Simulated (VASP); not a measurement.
Set up this calculation in VASP 6.6.1, as the native input.

```yaml
Task: relaxation of cell and atoms
Functional: PBE
Potentials_or_basis: VASP PAW PBE potentials, release 64 (Be, Sb)
Cutoff: 600 eV
k_mesh: 6 × 6 × 7
Occupations: fermi-dirac, width 0.05 eV
Spin: no spin polarisation
Further_INCAR_settings: ALGO = Fast; EDIFF = 1e-06; IBRION = 2; EDIFFG = -0.01; NSW = 40; ISIF = 3
```

The structure of BeSb lies in POSCAR:

```
BeSb
1.0
    3.8791000000      0.0000000000      0.0000000000
   -1.9395500000      3.3594000000      0.0000000000
    0.0000000000      0.0000000000      3.0375500000
Be Sb
1 1
Direct
    0.0000000000      0.0000000000      0.0000000000
    0.3333300000      0.6666700000      0.5000000000
```

The cell was built by a generator and needn't be a form met in nature.

The input as run:

INCAR

```
ALGO = Fast ; EDIFF = 1E-6
EDIFFG = -0.01 ; ENCUT = 600
GGA = PE ; IBRION = 2
ISIF = 3 ; ISMEAR = -1
LASPH = T ; LCHARG = F
LREAL = F ; LWAVE = F
NELM = 60 ; NSW = 40
PREC = Accurate ; SIGMA = 0.05
```

KPOINTS

```
k-points
0
Gamma
  6 6 7
```

Potentials or basis: VASP PAW PBE potentials, release 64 (Be, Sb).

Command:

```bash
$ cat potpaw_PBE.64/Be/POTCAR potpaw_PBE.64/Sb/POTCAR > POTCAR
$ mpirun -np 1 vasp_std > vasp.out
```

Results of the run:

- Relaxed volume: 19.98 Å³/atom
- Relaxed cell: a = 3.921 Å, b = 3.921 Å, c = 3.003 Å, α = 90.00°, β = 90.00°, γ = 120.00°
- Space group after relaxing (to 0.05 Å): P-6m2 (No. 187)
- Energy gained by relaxing: 4.0 meV/atom
- Ionic steps: 5
- Pressure after relaxing: 0.0 GPa
- Band gap on the k mesh: none (metal or under the smearing width)

Run time: 54 s on 1 thread of AMD EPYC 7R43 64-Core Processor (Zen 3) (shared host), peak memory 0.14 GiB.
